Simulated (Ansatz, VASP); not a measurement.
# PtS2: VASP beside Ansatz

Wanted: the spread between two codes on one cell, functional and k mesh. The cell is taken from a series of runs on this material, whose earlier steps may have relaxed, scaled, displaced or heated it; both programs get it as it stands.

Main program and level: Ansatz 0.2.0; plane waves, with VASP 6.6.1 beside it; zone-centre phonons at PBE with D3(BJ).

## Step 1: The starting structure

It takes space group P-3m1 (No. 164, trigonal). Conventional cell: a = 3.585 Å, b = 3.585 Å, c = 4.939 Å, α = 90.00°, β = 90.00°, γ = 120.00°. Nearest to S lie 3 Pt at 2.40 Å. Nearest to Pt lie 6 S at 2.40 Å. Farther neighbours and most contacts between anions are not listed.

## Step 2: Ansatz: zone-centre phonons, PBE with D3(BJ)

Ansatz runs on its PAW soft_1 files.

Second derivatives magnify differences that forces hide, and they need a tight electronic threshold.

input.yaml

```yaml
crystal:
  lattice:
    - [3.5846406765, 0.0, 0.0]
    - [-1.7923203382, 3.1043898893, 0.0]
    - [0.0, 0.0, 4.9394537946]
  atoms:
    - { symbol: S, position: [0.3333333333, 0.6666666667, 0.2456658418] }
    - { symbol: S, position: [0.6666666667, 0.3333333333, 0.7543341582] }
    - { symbol: Pt, position: [0.0, 0.0, 0.0] }
kpoints:
  mp_grid: { grid: [12, 12, 8] }
hamiltonian:
  xc: pbe
  dispersion: d3bj
  pseudopotentials: { kind: paw, azcp: { folder: soft_1 } }
scf:
  occupations: { method: fixed }
output:
  eigenvalues: true
phonons:
  method: dfpt
```

Run with:

```
$ ansatz run input.yaml --threads 4 --pin off --max-ram 10240MiB --backend cpu --events-out ev --progress --plain --runs-dir out
```

Numbers of over 12 decimals in the logs are rounded to 6 here.

The program printed:

```text
Engine: ansatz 0.2.0, x86_64-unknown-linux-gnu
Pseudopotentials: kind: paw
Pseudopotential: S, paw, valence charge 6, recommended cutoff 420 eV (normal), soft_1/S.paw.azcp
Pseudopotential: Pt, paw, valence charge 18, recommended cutoff 420 eV (normal), soft_1/Pt.paw.azcp
Functional definition: PBE
  parameter kappa = 0.804
  parameter beta = 0.066725
  exchange = pbe_x(kappa = kappa, mu = beta*pi^2/3)
  correlation = pbe_c(beta = beta)
Crystal: 3 atoms, lattice volume = 54.967 Å³
Basis set: ecut = 420 eV, 1055 PW (Γ), exchange–correlation on 48×48×72 points (8 copies of the dense FFT grid, shifted against one another)
Bands: 19, of which v1, the nominal top of the filled ones, is band 15 counted from 1 (14 counted from 0)
Symmetry: 12 space group operations
k-points: 320 of 1152 (irreducible under 2 space group operations, time reversal used)
Non-local potential: S, projectors of the file, l = 0: 2, l = 1: 2, l = 2: 1
Non-local potential: Pt, projectors of the file, l = 0: 3, l = 1: 2, l = 2: 2, l = 3: 1
PAW form: soft (Blöchl's): semilocal exchange-correlation on the pseudo side does not see the compensation charge
PAW one-centre angular grid: S, 110 points (default); XC on 64 Gauss nodes
PAW one-centre angular grid: Pt, 590 points (default); XC on 64 Gauss nodes
Initial density: superposition of atomic densities (chi_scale 0.1, normalization cell, long waves kept (reshape's long-wave potential 0.01 eV rms))
Initial wavefunctions: pseudopotential atomic-orbital guess
Functional: x = pbe(κ = 0.804, μ = 0.219515), c = pbe(β = 0.066725)
SCF iter   1: F=—  HF=-14331.680510 eV  |F-HF|=—  |Δ(HF+E_count)|=         —  Δρ=7.75e-2  dr2=2.94e0  ethr=3.10e-3  ⟨swp⟩=4.5  Hψ=27009  notcnv=0  defer=640
preconditioner: auto → Resta (q_TF=auto, 2.466 Å⁻¹)  ε∞=7.1  [insulator: Δε(μ)=1.029 eV  Ē_g=9.503 eV  n_scr=20 (ndim 8)  ℏωp=23.5 eV  f_vac=0.002  ε∞_Penn≈7.1]
SCF iter   2: F=—  HF=-14331.167810 eV  |F-HF|=—  |Δ(HF+E_count)|=   5.13e-1  Δρ=2.71e-2  dr2=2.40e-1  ethr=3.10e-3  ⟨swp⟩=3.2  Hψ=12880  notcnv=0  defer=640
SCF iter   3: F=—  HF=-14331.144425 eV  |F-HF|=—  |Δ(HF+E_count)|=   2.34e-2  Δρ=1.63e-2  dr2=6.00e-2  ethr=8.01e-4  ⟨swp⟩=2.1  Hψ=7673  notcnv=0  defer=640
SCF iter   4: F=—  HF=-14331.141310 eV  |F-HF|=—  |Δ(HF+E_count)|=   3.12e-3  Δρ=1.47e-3  dr2=1.24e-3  ethr=2.00e-4  ⟨swp⟩=2.7  Hψ=9192  notcnv=0  defer=640
SCF iter   5: F=—  HF=-14331.141970 eV  |F-HF|=—  |Δ(HF+E_count)|=   6.60e-4  Δρ=3.87e-4  dr2=1.21e-4  ethr=4.12e-6  ⟨swp⟩=2.1  Hψ=9970  notcnv=0  defer=640
SCF iter   6: F=—  HF=-14331.142087 eV  |F-HF|=—  |Δ(HF+E_count)|=   1.17e-4  Δρ=1.23e-4  dr2=1.76e-5  ethr=4.04e-7  ⟨swp⟩=2.0  Hψ=9527  notcnv=0  defer=640
SCF iter   7: F=—  HF=-14331.142093 eV  |F-HF|=—  |Δ(HF+E_count)|=   6.06e-6  Δρ=1.91e-5  dr2=2.57e-7  ethr=5.86e-8  ⟨swp⟩=2.1  Hψ=9021  notcnv=0  defer=45
SCF iter   8: F=—  HF=-14331.142095 eV  |F-HF|=—  |Δ(HF+E_count)|=   1.41e-6  Δρ=4.50e-6  dr2=1.47e-8  ethr=8.58e-10  ⟨swp⟩=2.0  Hψ=9225  notcnv=0
SCF iter   9: F=—  HF=-14331.142095 eV  |F-HF|=—  |Δ(HF+E_count)|=   2.10e-8  Δρ=1.37e-6  dr2=1.63e-9  ethr=4.90e-11  ⟨swp⟩=2.0  Hψ=9557  notcnv=0
SCF iter  10: F=—  HF=-14331.142095 eV  |F-HF|=—  |Δ(HF+E_count)|=   1.43e-9  Δρ=4.33e-7  dr2=1.24e-10  ethr=5.43e-12  ⟨swp⟩=2.0  Hψ=9330  notcnv=0
SCF iter  11: F=-14331.142095 eV  HF=-14331.142095 eV  |F-HF|=1.09e-11  |Δ(HF+E_count)|=  4.00e-11  Δρ=8.93e-8  dr2=4.53e-12  ethr=1.00e-12  ⟨swp⟩=9.2  Hψ=40637  notcnv=0
SCF 1 converged in 11 iterations: F = -14331.142095 eV  dr2 = 4.53e-12
  greatest PAW one-centre occupation: 1.000 electrons in one spin orbital (limit 2), on the Pt atom at site 2 (counted from 0), in its partial waves of l = 0
DFPT response loops at Γ: preconditioner auto → Resta (q_TF=auto, 2.466 Å⁻¹)  ε∞=10.9 (no band partly filled); β = 1.00, the filter's whole step (`scf.mixing.beta` (0.50) is not read by the response loops at its default; to damp them type it under 1.00, their step now; it binds the ground state too); Broyden in place of MSR1
SCF converged after 11 iterations
Free energy (F): -14331.142095 eV
Harris-Foulkes:  -14331.142095 eV  (|F-HF|=1.09e-11)
Internal energy: -14331.142095 eV  (E = F + TS)
E sigma→0 (E₀):  -14331.142095 eV
Fermi energy:    11.098813 eV
--- Per-component energies (eV) ---
  E_band       = -316.171817
  E_kinetic    = 805.645942
  E_local      = -2960.306447  (includes V_loc(G=0)·N_el)
  E_nonlocal   = 271.965365
  E_hartree    = 1169.547878
  E_xc         = -409.594531
  E_vxc        = -436.167992  (∫ρ·V_xc dr)
  E_paw        = -10700.390661  (= ΣΔE_a)
  E_vpaw       = -336.405634  (= ΣTr[D̂ρ^β])
  E_aug_tail   = 0.001126  (compensation charges beyond the density's cutoff)
  E_ewald      = -2506.740431
  E_disp       = -1.270337  (pairwise vdW)
  E_smearing   = -0.000000  (= −TS)
  E_closure    = 0.000000  (closes the sum)
  Σ components = -14331.142095   (vs F -14331.142095, Δ=0.00e0)
--- Band table (eV; the first three rows and the last of 320) ---
  k-point 0: bands = [... 11 lower, 8.9586, 9.8244, 9.8244, 11.0988, 12.8475, 12.8475, 15.4142, 16.2419]
  k-point 1: bands = [... 11 lower, 8.9216, 9.7736, 9.7736, 10.8635, 12.9451, 12.9451, 15.5201, 16.5232]
  k-point 2: bands = [... 11 lower, 8.7773, 9.6579, 9.6579, 10.3623, 13.1829, 13.1829, 15.8441, 17.1372]
  k-point 319: bands = [... 11 lower, 7.9134, 8.1997, 8.7216, 9.3337, 12.7957, 12.8002, 17.3013, 18.0229]
--- Phonons (Γ-DFPT): 4 representative perturbations + reference, on 320 of 1152 k-points (Σ response iterations 12) ---
  k mesh reduced under 2 symmetry operations, with k and −k counted as one. Each operation leaves every solved perturbation unchanged. A smaller set is not used because it would not reduce the number of displacements times k-points to solve
  ASR residual: 6.994e-5 → 0.000e0 eV/Å²; symmetrization residual: 6.110e-6 eV/Å²
  pairwise dispersion correction: d3bj (s6 = 1.0, s8 = 0.7875, a1 = 0.4289, a2_bohr = 4.4407), with the weights of each atom's references fixed at the reference crystal's, and the forces and stress that the weights' published response gives there kept as a pressure on the atom's counted neighbours (hamiltonian.dispersion)
  ASR residual per site (eV/Å²): 1.95e-5 1.95e-5 6.99e-5
  Γ frequencies (cm⁻¹): 0.00 0.00 0.00 291.66 291.66 300.55 300.55 318.23 326.95
  non-analytic LO–TO correction: not included (Born effective charges unavailable; polar crystals: no LO–TO splitting at Γ)
```

Reading the cycles: dr2 is the Hartree energy of the density residual (eV), the measure of convergence; HF is the Harris–Foulkes estimate of the energy, which meets the free energy F at convergence.

(Part 1 of 2 ends here.)

[Lines on the potential files, build, host, timing and source positions are cut from VASP's logs without a mark.]

[Logs are printed without paths, hosts, clocks, repeated set-up lines and the standing remarks that a program may print on its own settings, such as how far it seeks lower states.]

[Hosts, paths, dates, database ids (printed as entryN), source tags and the programs' standing remarks are cut or masked in the printed files.]
